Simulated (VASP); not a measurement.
Energy against volume of CsPbCl3 (cubic perovskite). All values below come from PBE GGA with D3 dispersion (Becke-Johnson damping), VASP's PBE PAW potentials (set 64) (plane waves; VASP). Settings: 520 eV cut-off, 4×4×4 Γ-centred mesh, Gaussian smearing of 0.050 eV, potentials Cs_sv Pb_d Cl.

```tsv
V (Å³/atom)	E (eV/atom)
34.175	-3.68685
35.266	-3.69636
36.357	-3.69989
37.447	-3.69836
```

Q: Fit these four points and predict the energy of the run at 38.538 Å³/atom.

A: A cubic in V^(−2/3), the third-order Birch-Murnaghan form, passes through the four points with V0 = 36.55 Å³/atom and B0 = 24 GPa, and gives -3.6925 eV/atom there. The run gave -3.6925 eV/atom, -0.0 meV/atom from the fit; all five points give B0 = 24 GPa.

The compound is CsPbCl3 in the cubic perovskite structure, the ideal cubic form; the compound distorts at low or room temperature. It was relaxed first.
